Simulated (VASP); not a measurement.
# NbP: accuracy against cost in the k-mesh and plane-wave cutoff

A convergence test on NbP: the k-mesh and plane-wave cutoff. The series runs use LDA. The k-mesh tried: 2 2 2; 3 3 3; 4 4 4; 5 5 5; 6 6 6; 8 8 8; 10 10 10; 13 13 13. The plane-wave cutoff tried: ENCUT = 180; ENCUT = 220; ENCUT = 260; ENCUT = 290; ENCUT = 340; ENCUT = 380; ENCUT = 470; ENCUT = 590. The start is a computed cell from the Materials Project.

Program: VASP 6.6.1. Level of theory: LDA; plane waves and PAW (Nb_sv, P). Results are calculated unless marked as measured.

### Step 1. The structure

Symmetry: I4_1md, No. 109, tetragonal system. Conventional cell: a = 3.350 Å, b = 3.350 Å, c = 11.480 Å, α = 90.00°, β = 90.00°, γ = 90.00°. Nearest to Nb lie 6 P at 2.55 Å. Nearest to P lie 6 Nb at 2.55 Å. Farther neighbours are not listed.

### Step 2. K-mesh: 2 2 2

The sum over the zone converges with the mesh, fast for insulators and slowly for metals. LDA, the lowest rung, knows the local density alone.

INCAR reads:

```
SYSTEM = NbP
PREC = Accurate
ENCUT = 400
EDIFF = 1E-06
NELM = 100
ISMEAR = -1
SIGMA = 0.05
LREAL = .FALSE.
ALGO = Normal
GGA = CA
NBANDS = 24
LASPH = .TRUE.
LORBIT = 11
LWAVE = .FALSE.
LCHARG = .FALSE.
NCORE = 4
ISIF = 2
```

POSCAR reads:

```
NbP
1.0
    0.0000000000     -3.3498465088      0.0000000000
   -3.3498465088      0.0000000000      0.0000000000
    1.6749232544     -1.6749232544     -5.7401081759
Nb P
2 2
Direct
    0.7498808000      0.2501192000      0.5002384000
    0.4998808000      0.0001192000      0.0002384000
    0.3327477700      0.6672522300      0.3345044600
    0.0827477800      0.4172522200      0.8345044400
```

KPOINTS reads:

```
Automatic mesh
0
Gamma
2 2 2
0 0 0
```

The projector-augmented-wave data sets are Nb_sv and P (PBE family, release 64).

The run is started by

```bash
mpirun -np 4 vasp_std
```

The log of the run:

```text
[banner, memory and clock lines left out]
running    4 mpi-ranks, on    1 nodes
 distrk:  each k-point on    4 cores,    1 groups
 distr:  one band on    4 cores,    1 groups

 POSCAR found type information on POSCAR NbP
 POSCAR found :  2 types and       4 ions
|                                                                             |
|               ----> ADVICE to this user running VASP <----                  |
|                                                                             |
|     You enforced a specific xc type in the INCAR file but a different       |
|     [... a line on the potential file left out ...]
|     I HOPE YOU KNOW WHAT YOU ARE DOING!                                     |
|                                                                             |

 LDA part: xc-table for (Slater(with rela. corr.)+CA(PZ))
 , standard interpolation
 POSCAR, INCAR and KPOINTS ok, starting setup
 FFT: planning ... GRIDC
 FFT: planning ... GRID_SOFT
 FFT: planning ... GRID
 WAVECAR not read
 entering main loop
       N       E                     dE             d eps       ncg     rms          rms(c)
DAV:   1     0.268032980422E+03    0.26803E+03   -0.16859E+04   192   0.123E+03
DAV:   2    -0.188197008948E+02   -0.28685E+03   -0.28113E+03   240   0.451E+02
DAV:   3    -0.405386448521E+02   -0.21719E+02   -0.21594E+02   368   0.885E+01
DAV:   4    -0.413062225652E+02   -0.76758E+00   -0.76636E+00   264   0.162E+01
DAV:   5    -0.413417818455E+02   -0.35559E-01   -0.35554E-01   352   0.335E+00    0.132E+01
DAV:   6    -0.381783662997E+02    0.31634E+01   -0.15460E+01   288   0.229E+01    0.421E+00
DAV:   7    -0.381695172949E+02    0.88490E-02   -0.85004E-01   296   0.481E+00    0.263E+00
DAV:   8    -0.381525270051E+02    0.16990E-01   -0.66190E-02   272   0.165E+00    0.609E-01
DAV:   9    -0.381525682735E+02   -0.41268E-04   -0.86794E-03   280   0.566E-01    0.255E-01
DAV:  10    -0.381526873675E+02   -0.11909E-03   -0.16875E-03   272   0.350E-01    0.572E-02
DAV:  11    -0.381526248928E+02    0.62475E-04   -0.44886E-04   288   0.149E-01    0.196E-02
DAV:  12    -0.381526205999E+02    0.42929E-05   -0.25912E-05   272   0.304E-02    0.459E-03
DAV:  13    -0.381526203923E+02    0.20755E-06   -0.15551E-06   192   0.102E-02
   1 F= -.38152620E+02 E0= -.38122813E+02  d E =-.596147E-01
```

Run time: 1.4 s. Hardware: 4 MPI ranks of Intel Xeon 6975P-C (Granite Rapids), shared host; peak memory 0.4 GiB.

Lines that name or quote the potential files are left out of all logs, and their timing lines are given in words.

Parts of OUTCAR (step 2):

```text
ion  position               nearest neighbor table
   1  0.750  0.250  0.500-   4 2.55   4 2.55   3 2.55   3 2.55   3 2.55   3 2.55
   2  0.500  0.000  0.000-   3 2.55   3 2.55   4 2.55   4 2.55   4 2.55   4 2.55
   3  0.333  0.667  0.335-   2 2.55   2 2.55   1 2.55   1 2.55   1 2.55   1 2.55
   4  0.083  0.417  0.835-   1 2.55   1 2.55   2 2.55   2 2.55   2 2.55   2 2.55

  LATTYP: Found a body centered tetragonal cell.
 ALAT       =     3.3498465088
 C/A-ratio  =     3.4270872775

 Subroutine GETGRP returns: Found  8 space group operations
 (whereof  4 operations were pure point group operations)

The static configuration has the point symmetry C_2v.
 The point group associated with its full space group is C_4v.

 Found      4 irreducible k-points:

   k-points           NKPTS =      4   k-points in BZ     NKDIM =      4   number of bands    NBANDS=     24

   dimension x,y,z NGX =    24 NGY =   24 NGZ =   42
   dimension x,y,z NGXF=    48 NGYF=   48 NGZF=   84

   ENCUT  =  400.0 eV  29.40 Ry    5.42 a.u.   5.46  5.46 10.13*2*pi/ulx,y,z

   NELECT =      36.0000    total number of electrons

 k-points in reciprocal lattice and weights: Automatic mesh
   0.00000000  0.00000000  0.00000000       0.125
   0.50000000  0.00000000  0.00000000       0.500
   0.50000000  0.50000000  0.00000000       0.250
   0.00000000  0.00000000  0.50000000       0.125

 average (electrostatic) potential at core
       1 -78.1049       2 -78.1049       3 -77.4390       4 -77.4390

 E-fermi :  10.2920

 k-point     1 :       0.0000    0.0000    0.0000
  band No.  band energies     occupation
    ...
     14       8.1740      2.00000
     15       8.1740      2.00000
     16       8.5732      2.00000
     17       9.0067      2.00000
     18       9.0067      2.00000
     19      11.0337      0.00000
     20      11.7707      0.00000
     21      12.9577      0.00000
     22      13.4582      0.00000
     23      13.4582      0.00000
    ...

 k-point     2 :       0.5000    0.0000    0.0000
  band No.  band energies     occupation
    ...
     15       8.0110      2.00000
     16       8.5301      2.00000
     17       8.7423      2.00000
     18      10.2450      1.43892
     19      10.3390      0.56219
     20      11.5542      0.00000
     21      12.6902      0.00000
     22      12.8685      0.00000
     23      13.4237      0.00000
     24      14.0116      0.00000

 k-point     3 :       0.5000    0.5000    0.0000
  band No.  band energies     occupation
    ...
     14       5.7821      2.00000
     15       7.5357      2.00000
     16       7.5357      2.00000
     17       9.8725      1.99955
     18       9.8725      1.99955
     19      13.1349      0.00000
     20      13.1349      0.00000
     21      13.2809      0.00000
     22      13.2809      0.00000
     23      14.3080      0.00000
    ...

  Total       -3.2694877     -3.2694877      0.0421698      0.0000000      0.0000000      0.0000000
  in kB      -81.3243110    -81.3243110      1.0489203      0.0000000      0.0000000      0.0000000
  external PRESSURE =     -53.8665672 kB  Pullay stress =       0.0000000 kB

  energy-cutoff  :      400.00
  volume of cell :       64.41
      direct lattice vectors                 reciprocal lattice vectors
     0.000000000 -3.349846509  0.000000000     0.000000000 -0.298521140  0.087106372
    -3.349846509  0.000000000  0.000000000    -0.298521140  0.000000000 -0.087106372
     1.674923254 -1.674923254 -5.740108176     0.000000000  0.000000000 -0.174212745

 POSITION                                       TOTAL-FORCE (eV/Angst)
 -----------------------------------------------------------------------------------
      0.00000     -3.34985     -2.87142        -0.000000      0.000000     -0.185136
      0.00000     -1.67492     -0.00137        -0.000000      0.000000     -0.185136
     -1.67492     -1.67492     -1.92009         0.000000     -0.000000      0.185136
      0.00000     -1.67492     -4.79015         0.000000     -0.000000      0.185136
 -----------------------------------------------------------------------------------
    total drift:                                0.000000     -0.000001     -0.000873

  FREE ENERGIE OF THE ION-ELECTRON SYSTEM (eV)
  ---------------------------------------------------
  free  energy   TOTEN  =       -38.1526203923 eV

  energy  without entropy=      -38.0930056951  energy(sigma->0) =      -38.12281304

 total charge
# of ion       s       p       d       tot
------------------------------------------
    1        2.148   6.036   2.447  10.630
    2        2.148   6.036   2.447  10.630
    3        1.008   1.556   0.000   2.564
    4        1.008   1.556   0.000   2.564
--------------------------------------------------
tot          6.311  15.183   4.894  26.388

[... 1 further part left out ...]
```

The gap is read on the k-mesh alone, so it is an upper bound where the band edges lie off the mesh, and a coarse mesh can show a gap where there is none. Spin-orbit coupling is off here; it would split degenerate levels. The PAW data sets were made with PBE, though LDA sets exist; this is a small mismatch.

Numbers from this step:

- SCF cycles: 13
- electrons: 36
- bands: 24
- irreducible k-points: 4
- symmetry operations: 8
- free energy (TOTEN): -38.15 eV
- energy at zero smearing: -38.12 eV
- Fermi energy: 10.29 eV
- pressure: -5.387 GPa
- metallic, judged on the points sampled: no
- valence top at k: 0.5, 0, 0
- conduction bottom at k: 0.5, 0, 0
- least direct gap at k: 0.5, 0, 0
- gap on the k-mesh: 0.09400 eV
- least direct gap on the k-mesh: 0.09400 eV

The series starts at -9.5307 eV an atom and -5.39 GPa, after 13 cycles in 1.4 s.

### Step 3. K-mesh: 3 3 3

INCAR, as its differences from that of step 2:

```diff
@@ -15,3 +15,4 @@
 LCHARG = .FALSE.
-NCORE = 4
+KPAR = 2
+NCORE = 2
 ISIF = 2
```

POSCAR is that of step 2.

KPOINTS reads:

```
Automatic mesh
0
Gamma
3 3 3
0 0 0
```

The run is started by

```bash
mpirun -np 4 vasp_std
```

The log of the run:

```text
[banner, memory and clock lines left out]
running    4 mpi-ranks, on    1 nodes
[...]
[... a notice as in an earlier step ...]

 LDA part: xc-table for (Slater(with rela. corr.)+CA(PZ))
 , standard interpolation
 POSCAR, INCAR and KPOINTS ok, starting setup
[...]
entering main loop
       N       E                     dE             d eps       ncg     rms          rms(c)
DAV:   1     0.281230172834E+03    0.28123E+03   -0.17043E+04   288   0.123E+03
DAV:   2    -0.181118981004E+02   -0.29934E+03   -0.29334E+03   360   0.456E+02
DAV:   3    -0.405045893750E+02   -0.22393E+02   -0.22138E+02   544   0.921E+01
DAV:   4    -0.414107386164E+02   -0.90615E+00   -0.90343E+00   408   0.165E+01
[...]
DAV:  10    -0.388062495890E+02   -0.38011E-04   -0.13597E-03   416   0.350E-01    0.335E-02
DAV:  11    -0.388062389105E+02    0.10679E-04   -0.69835E-05   432   0.768E-02    0.168E-02
DAV:  12    -0.388062380190E+02    0.89152E-06   -0.30814E-06   312   0.148E-02
   1 F= -.38806238E+02 E0= -.38803194E+02  d E =-.608779E-02
```

Elapsed: 1.8 s, on 4 MPI ranks; peak memory 0.48 GiB.

OUTCAR, selected parts (step 3):

```text
  Total       -3.2747571     -3.2747571     -2.9540584      0.0000000      0.0000000      0.0000000
  in kB      -81.4553809    -81.4553809    -73.4784123      0.0000000      0.0000000      0.0000000
  external PRESSURE =     -78.7963913 kB  Pullay stress =       0.0000000 kB

 POSITION                                       TOTAL-FORCE (eV/Angst)
 -----------------------------------------------------------------------------------
      0.00000     -3.34985     -2.87142         0.000000      0.000000      0.026827
      0.00000     -1.67492     -0.00137        -0.000000     -0.000000      0.026827
     -1.67492     -1.67492     -1.92009         0.000000      0.000000     -0.026827
      0.00000     -1.67492     -4.79015        -0.000000     -0.000000     -0.026827
 -----------------------------------------------------------------------------------
    total drift:                                0.000001     -0.000001      0.000339

  FREE ENERGIE OF THE ION-ELECTRON SYSTEM (eV)
  ---------------------------------------------------
  free  energy   TOTEN  =       -38.8062380190 eV

  energy  without entropy=      -38.8001502290  energy(sigma->0) =      -38.80319412

[... 1 part as in an earlier step ...]

[... 2 further parts left out ...]
[key lines of the parts left out:]
E-fermi :  10.2534
```

Against the run before the energy moves by -170.10 meV an atom and the pressure by -2.49 GPa, after 12 cycles in 1.8 s.

### Step 4. K-mesh: 4 4 4

INCAR, as its differences from that of step 3:

```diff
@@ -15,4 +15,3 @@
 LCHARG = .FALSE.
-KPAR = 2
-NCORE = 2
+KPAR = 4
 ISIF = 2
```

POSCAR is that of step 3.

KPOINTS reads:

```
Automatic mesh
0
Gamma
4 4 4
0 0 0
```

The run is started by

```bash
mpirun -np 4 vasp_std
```

The log of the run:

```text
[banner, memory and clock lines left out]
running    4 mpi-ranks, on    1 nodes
[...]
[... a notice as in an earlier step ...]

 LDA part: xc-table for (Slater(with rela. corr.)+CA(PZ))
 , standard interpolation
 POSCAR, INCAR and KPOINTS ok, starting setup
[...]
entering main loop
       N       E                     dE             d eps       ncg     rms          rms(c)
DAV:   1     0.281481209202E+03    0.28148E+03   -0.16952E+04   632   0.123E+03
DAV:   2    -0.171751373005E+02   -0.29866E+03   -0.29287E+03   768   0.453E+02
DAV:   3    -0.404807401911E+02   -0.23306E+02   -0.23096E+02  1192   0.925E+01
DAV:   4    -0.413991319769E+02   -0.91839E+00   -0.91624E+00   856   0.168E+01
[...]
DAV:  11    -0.388838388748E+02    0.13784E-04   -0.80346E-05   920   0.818E-02    0.169E-02
DAV:  12    -0.388838377979E+02    0.10769E-05   -0.45918E-06   760   0.192E-02    0.291E-03
DAV:  13    -0.388838377727E+02    0.25217E-07   -0.37538E-07   584   0.610E-03
   1 F= -.38883838E+02 E0= -.38872225E+02  d E =-.232247E-01
```

Run time: 2.6 s. Hardware: 4 MPI ranks; peak memory 0.53 GiB.

OUTCAR, selected parts (step 4):

```text
  Total       -3.6691257     -3.6691257     -2.9918343      0.0000000      0.0000000      0.0000000
  in kB      -91.2647956    -91.2647956    -74.4180398      0.0000000      0.0000000      0.0000000
  external PRESSURE =     -85.6492103 kB  Pullay stress =       0.0000000 kB

 POSITION                                       TOTAL-FORCE (eV/Angst)
 -----------------------------------------------------------------------------------
      0.00000     -3.34985     -2.87142         0.000000     -0.000000      0.013841
      0.00000     -1.67492     -0.00137         0.000000     -0.000000      0.013841
     -1.67492     -1.67492     -1.92009        -0.000000      0.000000     -0.013841
      0.00000     -1.67492     -4.79015        -0.000000      0.000000     -0.013841
 -----------------------------------------------------------------------------------
    total drift:                                0.000001     -0.000001      0.000119

  FREE ENERGIE OF THE ION-ELECTRON SYSTEM (eV)
  ---------------------------------------------------
  free  energy   TOTEN  =       -38.8838377727 eV

  energy  without entropy=      -38.8606131199  energy(sigma->0) =      -38.87222545

[... 1 part as in an earlier step ...]

[... 2 further parts left out ...]
[key lines of the parts left out:]
E-fermi :  10.3462
```

Against the run before the energy moves by -17.26 meV an atom and the pressure by -0.69 GPa, after 13 cycles in 2.6 s.

### Step 5. K-mesh: 5 5 5

INCAR is that of step 4.

POSCAR is that of step 4.

KPOINTS reads:

```
Automatic mesh
0
Gamma
5 5 5
0 0 0
```

The run is started by

```bash
mpirun -np 4 vasp_std
```

The log of the run:

```text
[... set-up lines as in an earlier step ...]
 entering main loop
       N       E                     dE             d eps       ncg     rms          rms(c)
DAV:   1     0.283670817097E+03    0.28367E+03   -0.17040E+04   864   0.123E+03
DAV:   2    -0.167988264765E+02   -0.30047E+03   -0.29426E+03  1040   0.456E+02
DAV:   3    -0.402507342435E+02   -0.23452E+02   -0.23119E+02  1608   0.935E+01
DAV:   4    -0.414973367028E+02   -0.12466E+01   -0.12430E+01  1264   0.191E+01
[...]
DAV:  11    -0.389664213215E+02    0.13003E-04   -0.92290E-05  1168   0.724E-02    0.187E-02
DAV:  12    -0.389664202799E+02    0.10416E-05   -0.56935E-06  1128   0.232E-02    0.398E-03
DAV:  13    -0.389664202672E+02    0.12754E-07   -0.23607E-07   848   0.396E-03
   1 F= -.38966420E+02 E0= -.38961542E+02  d E =-.975649E-02
```

Run time: 3 s. Hardware: 4 MPI ranks; peak memory 0.53 GiB.

Parts of OUTCAR (step 5):

```text
  Total       -3.6790780     -3.6790780     -3.2969385      0.0000000      0.0000000      0.0000000
  in kB      -91.5123460    -91.5123460    -82.0071162      0.0000000      0.0000000      0.0000000
  external PRESSURE =     -88.3439361 kB  Pullay stress =       0.0000000 kB

 POSITION                                       TOTAL-FORCE (eV/Angst)
 -----------------------------------------------------------------------------------
      0.00000     -3.34985     -2.87142         0.000000      0.000000     -0.004960
      0.00000     -1.67492     -0.00137        -0.000000     -0.000000     -0.004960
     -1.67492     -1.67492     -1.92009         0.000000     -0.000000      0.004960
      0.00000     -1.67492     -4.79015         0.000000     -0.000000      0.004960
 -----------------------------------------------------------------------------------
    total drift:                                0.000001     -0.000001      0.000153

  FREE ENERGIE OF THE ION-ELECTRON SYSTEM (eV)
  ---------------------------------------------------
  free  energy   TOTEN  =       -38.9664202672 eV

  energy  without entropy=      -38.9566637724  energy(sigma->0) =      -38.96154202

[... 1 part as in an earlier step ...]

[... 2 further parts left out ...]
[key lines of the parts left out:]
E-fermi :  10.3704
```

Against the run before the energy moves by -22.33 meV an atom and the pressure by -0.27 GPa, after 13 cycles in 3 s.

### Step 6. K-mesh: 6 6 6

INCAR is that of step 5.

POSCAR is that of step 5.

KPOINTS reads:

```
Automatic mesh
0
Gamma
6 6 6
0 0 0
```

The run is started by

```bash
mpirun -np 4 vasp_std
```

The log of the run:

```text
[... set-up lines as in an earlier step ...]
 entering main loop
       N       E                     dE             d eps       ncg     rms          rms(c)
DAV:   1     0.285336695444E+03    0.28534E+03   -0.17191E+04  1440   0.124E+03
DAV:   2    -0.176210480732E+02   -0.30296E+03   -0.29708E+03  1792   0.456E+02
DAV:   3    -0.405511746260E+02   -0.22930E+02   -0.22642E+02  2720   0.921E+01
DAV:   4    -0.415268528585E+02   -0.97568E+00   -0.97353E+00  2064   0.172E+01
[...]
DAV:  10    -0.389932053176E+02   -0.27136E-04   -0.15691E-03  2080   0.378E-01    0.438E-02
DAV:  11    -0.389931873815E+02    0.17936E-04   -0.10831E-04  2104   0.943E-02    0.189E-02
DAV:  12    -0.389931866550E+02    0.72652E-06   -0.34912E-06  1616   0.164E-02
   1 F= -.38993187E+02 E0= -.38988342E+02  d E =-.968961E-02
```

Elapsed: 3.8 s, on 4 MPI ranks; peak memory 0.58 GiB; 13 s of CPU time.

Parts of OUTCAR (step 6):

```text
  Total       -3.6362796     -3.6362796     -3.4513045      0.0000000      0.0000000      0.0000000
  in kB      -90.4477887    -90.4477887    -85.8467709      0.0000000      0.0000000      0.0000000
  external PRESSURE =     -88.9141161 kB  Pullay stress =       0.0000000 kB

 POSITION                                       TOTAL-FORCE (eV/Angst)
 -----------------------------------------------------------------------------------
      0.00000     -3.34985     -2.87142         0.000000     -0.000000      0.015103
      0.00000     -1.67492     -0.00137         0.000000     -0.000000      0.015103
     -1.67492     -1.67492     -1.92009        -0.000000      0.000000     -0.015103
      0.00000     -1.67492     -4.79015        -0.000000      0.000000     -0.015103
 -----------------------------------------------------------------------------------
    total drift:                                0.000001     -0.000001      0.000563

  FREE ENERGIE OF THE ION-ELECTRON SYSTEM (eV)
  ---------------------------------------------------
  free  energy   TOTEN  =       -38.9931866550 eV

  energy  without entropy=      -38.9834970486  energy(sigma->0) =      -38.98834185

[... 1 part as in an earlier step ...]

[... 2 further parts left out ...]
[key lines of the parts left out:]
E-fermi :  10.3005
```

Against the run before the energy moves by -6.70 meV an atom and the pressure by -0.06 GPa, after 12 cycles in 3.8 s.

(Part 1 of 3 ends here.)

[Lines on the potential files, build, host, timing and source positions are cut from VASP's logs without a mark.]

[Logs are printed without paths, hosts, clocks, repeated set-up lines and the standing remarks that a program may print on its own settings, such as how far it seeks lower states.]

[Hosts, paths, dates, database ids (printed as entryN), source tags and the programs' standing remarks are cut or masked in the printed files.]

[A measured line is paired with the nearest computed mode of its activity, which favours agreement.]

[In band tables of VASP the shares of atoms and orbitals are scaled to a sum of 1 inside the atoms' spheres.]
